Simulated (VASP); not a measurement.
Here is the system:

```
WB
1.0
    2.96333     0.00000     0.00000
   -1.48166     2.56632     0.00000
    0.00000     0.00000     6.10691
W B
2 2
Direct
  0.00000   0.00000   0.00000
  0.00000   0.00000   0.50000
  0.33333   0.66667   0.25000
  0.66667   0.33333   0.75000
```

The numbers are results of PBE GGA, VASP's PBE PAW potentials (set 64) (plane waves; VASP), not measurements. Numerical set-up: 520 eV cut-off, 13×13×6 Γ-centred mesh, tetrahedra with Blöchl corrections, potentials W_sv B.

The cores are frozen, which limits the accuracy of field gradients.

### Question
Give the principal components of the electric field gradient (V/Å²) and the asymmetry η at each nucleus.

### Answer

```csv
atom,Vxx,Vyy,Vzz,η
W1,88.4,88.4,-176.8,0.00
W2,88.4,88.4,-176.8,0.00
B3,3.4,3.4,-6.9,0.00
B4,3.4,3.4,-6.9,0.00
```

The structure was generated: WB was put into the NiAs type type (P6_3/mmc), which need not be its known phase. It was relaxed first, which changed the volume by -36 %.
